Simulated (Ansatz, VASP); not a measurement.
# CeO2 in two plane-wave programs, part 2 of 2

One calculation is typed for both programs; each brings its own data sets. How far apart do they land? The cell is taken from a series of runs on this material, whose earlier steps may have relaxed, scaled, displaced or heated it; both programs get it as it stands.

VASP 6.6.1 and Ansatz 0.2.0.

So far: Set-up; Ansatz: single point, HF with an exact-exchange share of 1.

### 3. VASP: single point, HF with an exact-exchange share of 1

Level of this step: HF, no spin polarisation; plane waves and PAW (Ce, O) (VASP).

The same cell, functional and mesh now go to VASP, with its own data sets.

Lines of VASP's logs that name or quote its potential files are left out, and so is its time.

The run reads the wave functions of an earlier VASP run, which isn't shown here.

Input file INCAR:

```
SYSTEM = CeO2
PREC = Accurate
ENCUT = 520
EDIFF = 1E-06
NELM = 100
ISMEAR = 0
SIGMA = 0.01
LREAL = .FALSE.
ALGO = Normal
LHFCALC = .TRUE.
AEXX = 1
GGA = PE
ALDAC = 0
AGGAC = 0
LASPH = .TRUE.
NBANDS = 18
PRECFOCK = Fast
LORBIT = 11
LWAVE = .FALSE.
LCHARG = .FALSE.
KPAR = 8
ISIF = 2
```

Input file POSCAR:

```
CeO2
1.0
    0.0000000000      2.7036500000      2.7036500000
    2.7036500000      0.0000000000      2.7036500000
    2.7036500000      2.7036500000      0.0000000000
Ce O
1 2
Direct
    0.0000000000      0.0000000000      0.0000000000
    0.2500000000      0.2500000000      0.2500000000
    0.7500000000      0.7500000000      0.7500000000
```

Input file KPOINTS:

```
Automatic mesh
0
Gamma
4 4 4
0 0 0
```

Potentials, in the order of the species: Ce and O (PBE family, release 64).

Command:

```
$ mpirun -np 8 vasp_std
```

Numbers of over 12 decimals in the logs are rounded to 6 here.

Output:

```text
[banner, memory and clock lines left out]
running    8 mpi-ranks, on    1 nodes
 distrk:  each k-point on    1 cores,    8 groups
 distr:  one band on    1 cores,    1 groups

 POSCAR found type information on POSCAR CeO
 POSCAR found :  2 types and       3 ions
|                                                                             |
|           W    W    AA    RRRRR   N    N  II  N    N   GGGG   !!!           |
|           W    W   A  A   R    R  NN   N  II  NN   N  G    G  !!!           |
|           W    W  A    A  R    R  N N  N  II  N N  N  G       !!!           |
|           W WW W  AAAAAA  RRRRR   N  N N  II  N  N N  G  GGG   !            |
|           WW  WW  A    A  R   R   N   NN  II  N   NN  G    G                |
|           W    W  A    A  R    R  N    N  II  N    N   GGGG   !!!           |
|                                                                             |
|     For optimal performance we recommend to set                             |
|       NCORE = 2 up to number-of-cores-per-socket                            |
|     NCORE specifies how many cores store one orbital (NPAR=cpu/NCORE).      |
|     This setting can greatly improve the performance of VASP for DFT.       |
|     The default, NCORE=1 might be grossly inefficient on modern             |
|     multi-core architectures or massively parallel machines. Do your        |
|     Unfortunately you need to use the default for GW and RPA                |
|     calculations (for HF NCORE is supported but not extensively tested      |
|     yet).                                                                   |
|                                                                             |

 LDA part: xc-table for (Slater+PW92), standard interpolation
 found WAVECAR, reading the header
 POSCAR, INCAR and KPOINTS ok, starting setup
 FFT: planning ... GRIDC
 FFT: planning ... GRID_SOFT
 FFT: planning ... GRID
 reading WAVECAR
 the WAVECAR file was read successfully
 initial charge from wavefunction
 entering main loop
       N       E                     dE             d eps       ncg     rms          rms(c)
DAV:   1    -0.570099009368E+02   -0.57010E+02   -0.28340E+01   368   0.127E+02    0.134E+01
DAV:   2    -0.579721902329E+02   -0.96229E+00   -0.46728E+00   458   0.342E+01    0.961E+00
DAV:   3    -0.572790700637E+02    0.69312E+00   -0.12112E+00   344   0.107E+01    0.555E+00
DAV:   4    -0.571452732756E+02    0.13380E+00   -0.10008E+00   350   0.968E+00    0.379E+00
DAV:   5    -0.572021300342E+02   -0.56857E-01   -0.48585E-01   446   0.646E+00    0.276E+00
DAV:   6    -0.572096296863E+02   -0.74997E-02   -0.11881E-01   478   0.294E+00    0.179E+00
DAV:   7    -0.571969515964E+02    0.12678E-01   -0.37615E-02   480   0.166E+00    0.100E+00
DAV:   8    -0.571957756341E+02    0.11760E-02   -0.27995E-02   364   0.149E+00    0.472E-01
DAV:   9    -0.571974902050E+02   -0.17146E-02   -0.10921E-02   368   0.934E-01    0.245E-01
DAV:  10    -0.571968820761E+02    0.60813E-03   -0.12765E-03   490   0.301E-01    0.151E-01
DAV:  11    -0.571963340952E+02    0.54798E-03   -0.13553E-03   494   0.309E-01    0.963E-02
DAV:  12    -0.571964733659E+02   -0.13927E-03   -0.13245E-03   376   0.306E-01    0.945E-02
DAV:  13    -0.571966035995E+02   -0.13023E-03   -0.51672E-04   490   0.190E-01    0.915E-02
DAV:  14    -0.571965807812E+02    0.22818E-04   -0.59423E-05   488   0.691E-02    0.589E-02
DAV:  15    -0.571965596279E+02    0.21153E-04   -0.65204E-05   342   0.733E-02    0.249E-02
DAV:  16    -0.571965663410E+02   -0.67131E-05   -0.58042E-05   362   0.600E-02    0.924E-03
DAV:  17    -0.571965695725E+02   -0.32315E-05   -0.14312E-05   354   0.281E-02    0.108E-02
DAV:  18    -0.571965677242E+02    0.18484E-05   -0.13456E-06   300   0.146E-02    0.742E-03
DAV:  19    -0.571965670326E+02    0.69152E-06   -0.35544E-06   356   0.198E-02
   1 F= -.57196567E+02 E0= -.57196567E+02  d E =-.389913E-31
```

From OUTCAR (step 3):

```text
ion  position               nearest neighbor table
   1  0.000  0.000  0.000-   3 2.34   3 2.34   3 2.34   2 2.34   3 2.34   2 2.34   2 2.34   2 2.34

  LATTYP: Found a face centered cubic cell.
 ALAT       =     5.4073000000

 Subroutine GETGRP returns: Found 48 space group operations
 (whereof 48 operations were pure point group operations)

The static configuration has the point symmetry O_h .

 Found      8 irreducible k-points:

   k-points           NKPTS =      8   k-points in BZ     NKDIM =     64   number of bands    NBANDS=     18

   dimension x,y,z NGX =    28 NGY =   28 NGZ =   28
   dimension x,y,z NGXF=    56 NGYF=   56 NGZF=   56

   ENCUT  =  520.0 eV  38.22 Ry    6.18 a.u.   7.11  7.11  7.11*2*pi/ulx,y,z

   NELECT =      24.0000    total number of electrons

 k-points in reciprocal lattice and weights: Automatic mesh
   0.00000000  0.00000000  0.00000000       0.016
   0.25000000  0.00000000  0.00000000       0.125
   0.50000000  0.00000000  0.00000000       0.062
   0.25000000  0.25000000  0.00000000       0.094
   0.50000000  0.25000000  0.00000000       0.375
  -0.25000000  0.25000000  0.00000000       0.188
   0.50000000  0.50000000  0.00000000       0.047
  -0.25000000  0.50000000  0.25000000       0.094

  exchange ACFDT corr.  =         0.00000000  see jH, gK, PRB 81, 115126

 average (electrostatic) potential at core
       1 -59.9593       2 -38.8171       3 -38.8171

 E-fermi :   1.4138

 k-point     1 :       0.0000    0.0000    0.0000
  band No.  band energies     occupation
    ...
      8      -4.0396      2.00000
      9      -4.0395      2.00000
     10       0.8311      2.00000
     11       0.8311      2.00000
     12       0.8313      2.00000
     13      17.1945      0.00000
     14      17.1945      0.00000
     15      17.1945      0.00000
     16      17.2400      0.00000
     17      17.5370      0.00000
    ...

 k-point     2 :       0.2500    0.0000    0.0000
  band No.  band energies     occupation
    ...
      8      -3.3664      2.00000
      9      -2.2188      2.00000
     10       0.0990      2.00000
     11       0.4818      2.00000
     12       0.4820      2.00000
     13      16.6135      0.00000
     14      16.6135      0.00000
     15      16.8238      0.00000
     16      17.2044      0.00000
     17      17.3165      0.00000
    ...

 k-point     3 :       0.5000    0.0000    0.0000
  band No.  band energies     occupation
    ...
      8      -2.7696      2.00000
      9      -0.4987      2.00000
     10      -0.4320      2.00000
     11       0.3430      2.00000
     12       0.3432      2.00000
     13      15.9398      0.00000
     14      16.8464      0.00000
     15      16.8464      0.00000
     16      17.2143      0.00000
     17      17.4908      0.00000
    ...

  Total        1.3755940      1.3755940      1.3755940      0.0000000     -0.0000000      0.0000000
  in kB       55.7595735     55.7595735     55.7595735      0.0000000     -0.0000000      0.0000000
  external PRESSURE =      55.7595735 kB  Pullay stress =       0.0000000 kB

  energy-cutoff  :      520.00
  volume of cell :       39.53
      direct lattice vectors                 reciprocal lattice vectors
     0.000000000  2.703650000  2.703650000    -0.184935180  0.184935180  0.184935180
     2.703650000  0.000000000  2.703650000     0.184935180 -0.184935180  0.184935180
     2.703650000  2.703650000  0.000000000     0.184935180  0.184935180 -0.184935180

 POSITION                                       TOTAL-FORCE (eV/Angst)
 -----------------------------------------------------------------------------------
      0.00000      0.00000      0.00000         0.000000     -0.000000     -0.000000
      1.35183      1.35183      1.35183        -0.000000     -0.000000      0.000000
      4.05548      4.05548      4.05548         0.000000      0.000000     -0.000000
 -----------------------------------------------------------------------------------
    total drift:                               -0.000000      0.000001      0.000001

  FREE ENERGIE OF THE ION-ELECTRON SYSTEM (eV)
  ---------------------------------------------------
  free  energy   TOTEN  =       -57.1965670326 eV

  energy  without entropy=      -57.1965670326  energy(sigma->0) =      -57.19656703

 total charge
# of ion       s       p       d       f       tot
--------------------------------------------------
    1        2.075   5.921   0.812   0.386   9.194
    2        1.583   3.641   0.000   0.000   5.224
    3        1.583   3.641   0.000   0.000   5.224
--------------------------------------------------
tot          5.241  13.203   0.812   0.386  19.641

[... 3 further parts left out ...]
```

This run has no spin polarisation, so a moment on Ce, if there is one, isn't seen. The k-mesh is coarse for unscreened exact exchange, which converges slowly with it.

### 4. Side by side

Known differences besides the potentials themselves: exact exchange at q = 0 is treated differently, which shows on coarse meshes; VASP keeps PBE cores, Ansatz makes them for the functional; fixed occupations in Ansatz, narrow Gaussian smearing in VASP; the cutoff is 420 eV in Ansatz and 520 eV in VASP; VASP takes a coarser grid for exact exchange (PRECFOCK = Fast). Total energies have different zeros and are not compared.

Compared:

```
              quantity  Ansatz    VASP  difference
gap on the k mesh (eV)  14.249  14.223      +0.027
```

A gap on the mesh is an upper bound, since the band edges may lie between its points.

### 5. Results

```
difference in gap on the k mesh (single point, HF with an exact-exchange share of 1) : 0.027 eV
```

In words: The difference in gap on the k mesh is 0.027 eV (single point, HF with an exact-exchange share of 1), within the 0.08 eV picked in this series as the mark of a large difference. How closely two codes agree says nothing of how well the functional describes the real material.

[Lines on the potential files, build, host, timing and source positions are cut from VASP's logs without a mark.]

[Logs are printed without paths, hosts, clocks, repeated set-up lines and the standing remarks that a program may print on its own settings, such as how far it seeks lower states.]

[Hosts, paths, dates, database ids (printed as entryN), source tags and the programs' standing remarks are cut or masked in the printed files.]
